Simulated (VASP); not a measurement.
OSZICAR of a VASP run on Pd (relaxed from the diamond structure, space group Fd-3m):

**OSZICAR**
```
       N       E                     dE             d eps       ncg     rms          rms(c)
DAV:   1     0.529877334619E+02    0.52988E+02   -0.88982E+03  2024   0.110E+03
DAV:   2    -0.479644732202E+02   -0.10095E+03   -0.95367E+02  2268   0.241E+02
DAV:   3    -0.499321582271E+02   -0.19677E+01   -0.19487E+01  2286   0.382E+01
DAV:   4    -0.499516164471E+02   -0.19458E-01   -0.19475E-01  2542   0.355E+00
DAV:   5    -0.499518965807E+02   -0.28013E-03   -0.28058E-03  2340   0.412E-01    0.873E+00
DAV:   6    -0.436467035142E+02    0.63052E+01   -0.90901E+00  2052   0.291E+01    0.698E+00
DAV:   7    -0.434971370292E+02    0.14957E+00   -0.68660E-01  2064   0.774E+00    0.345E+00
DAV:   8    -0.434743910247E+02    0.22746E-01   -0.67180E-01  2046   0.626E+00    0.144E+00
DAV:   9    -0.434489778102E+02    0.25413E-01   -0.15353E-01  2196   0.342E+00    0.594E-01
DAV:  10    -0.434758328789E+02   -0.26855E-01   -0.69204E-02  2166   0.223E+00    0.414E-01
DAV:  11    -0.434668250267E+02    0.90079E-02   -0.26959E-02  2172   0.145E+00    0.163E-01
DAV:  12    -0.434745022460E+02   -0.76772E-02   -0.39890E-03  2154   0.551E-01    0.112E-01
DAV:  13    -0.434745861782E+02   -0.83932E-04   -0.13218E-03  2202   0.318E-01    0.201E-02
DAV:  14    -0.434745973003E+02   -0.11122E-04   -0.20599E-05  2040   0.607E-02    0.125E-02
DAV:  15    -0.434746045575E+02   -0.72572E-05   -0.15425E-05  2040   0.527E-02    0.105E-02
DAV:  16    -0.434746046411E+02   -0.83603E-07   -0.77113E-06  2028   0.376E-02    0.514E-03
DAV:  17    -0.434746007643E+02    0.38768E-05   -0.12287E-06  2088   0.141E-02    0.130E-03
DAV:  18    -0.434746023537E+02   -0.15894E-05   -0.98340E-08  1728   0.320E-03    0.775E-04
DAV:  19    -0.434746022712E+02    0.82493E-07   -0.64590E-08  1332   0.244E-03
   1 F= -.43474602E+02 E0= -.43474602E+02  d E =0.000000E+00
       N       E                     dE             ncg
```

Which electronic solver shows in the log?

It is blocked Davidson (ALGO = Normal, or the opening steps of other solvers). The INCAR had ALGO = Normal.

Can the final energy be trusted as converged?

The run converged. It stopped with EDIFF = 1E-7, NELM = 100 (r2SCAN meta-GGA, plane waves, VASP's PBE PAW potentials (set 64)).

The structure was generated: Pd was put into the diamond type (Fd-3m), which need not be its known phase. It was relaxed first, which changed the volume by +24 %.
